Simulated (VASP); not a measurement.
Output of a VASP run:

File OSZICAR:
```
       N       E                     dE             d eps       ncg     rms          rms(c)
DAV:   1     0.103955110103E+03    0.10396E+03   -0.74732E+03  1871   0.154E+03
DAV:   2     0.119645376997E+01   -0.10276E+03   -0.10054E+03  1893   0.331E+02
DAV:   3    -0.340759427705E+01   -0.46040E+01   -0.45255E+01  2194   0.814E+01
DAV:   4    -0.351249300592E+01   -0.10490E+00   -0.10486E+00  2189   0.134E+01
DAV:   5    -0.351703256100E+01   -0.45396E-02   -0.45394E-02  2345   0.256E+00    0.595E-01
DAV:   6    -0.350602737136E+01    0.11005E-01   -0.16168E-02  2250   0.253E+00    0.292E-01
DAV:   7    -0.350308638092E+01    0.29410E-02   -0.71135E-03  2220   0.159E+00    0.887E-02
DAV:   8    -0.350295280727E+01    0.13357E-03   -0.40999E-04  2279   0.388E-01    0.102E-02
DAV:   9    -0.350294776390E+01    0.50434E-05   -0.10602E-05  2500   0.625E-02    0.542E-03
DAV:  10    -0.350294556694E+01    0.21970E-05   -0.10696E-06  2176   0.155E-02    0.324E-04
DAV:  11    -0.350294557470E+01   -0.77657E-08   -0.27211E-08  1215   0.323E-03
   1 F= -.39393758E+01 E0= -.39393621E+01  d E =-.413030E-04
```

OUTCAR:
```
------------------------ aborting loop because EDIFF is reached ----------------------------------------
 Edisp (eV)   -0.43643
  FORCE on cell =-STRESS in cart. coord.  units (eV):
  Direction    XX          YY          ZZ          XY          YZ          ZX
  --------------------------------------------------------------------------------------
  Total       0.60218     0.60218     0.60218     0.00000    -0.00000     0.00000
  in kB      33.84948    33.84948    33.84948     0.00000    -0.00000     0.00000
  external pressure =       33.85 kB  Pullay stress =        0.00 kB
  volume of cell :       28.50
      direct lattice vectors                 reciprocal lattice vectors
     0.000000000  2.424475619  2.424475619    -0.206230162  0.206230162  0.206230162
     2.424475619  0.000000000  2.424475619     0.206230162 -0.206230162  0.206230162
     2.424475619  2.424475619  0.000000000     0.206230162  0.206230162 -0.206230162
 POSITION                                       TOTAL-FORCE (eV/Angst)
 -----------------------------------------------------------------------------------
      0.00000      0.00000      0.00000         0.000000      0.000000     -0.000000
 -----------------------------------------------------------------------------------
    total drift:                               -0.000000     -0.000000     -0.000000
  FREE ENERGIE OF THE ION-ELECTRON SYSTEM (eV)
  ---------------------------------------------------
  free  energy   TOTEN  =        -3.9393758310 eV

  energy  without entropy=       -3.9393345281  energy(sigma->0) =       -3.93936206
```
(Selected blocks of OUTCAR.)

### POSCAR
```
Pb
1
    0.0000000000     2.4244756191     2.4244756191
    2.4244756191     0.0000000000     2.4244756191
    2.4244756191     2.4244756191     0.0000000000
Pb
1
Direct
  0.0000000000   0.0000000000   0.0000000000
```

Question: Reconstruct the remaining input files.

Answer: One answer among several that fit: the input of the run itself, PBE GGA with D3 dispersion (Becke-Johnson damping), plane waves, VASP's PBE PAW potentials (set 64).

**KPOINTS**
```
Automatic mesh
0
Gamma
13 13 13
0 0 0
```

INCAR:
```
LCHARG  =  F
GGA  =  PE   # PBE
NELM  =  100
LMAXMIX  =  4   # l cut-off of mixed one-centre charges
PREC  =  Accurate
ISMEAR  =  1
EDIFF  =  1E-7   # SCF stop (eV)
IVDW  =  12
LWAVE  =  F
ENCUT  =  520   # plane-wave cut-off (eV)
ALGO  =  Normal   # blocked Davidson
LASPH  =  T
SIGMA  =  0.1   # width (eV)
ISIF  =  2
LREAL  =  F   # projection in real space or not
SYSTEM  =  Pb
```

POTCAR, in this order: Pb_d (PBE.64 set). Program: vasp_std.

The compound is Pb in the fcc structure. This cell is one point of a volume scan, at 0.94 of the reference volume.
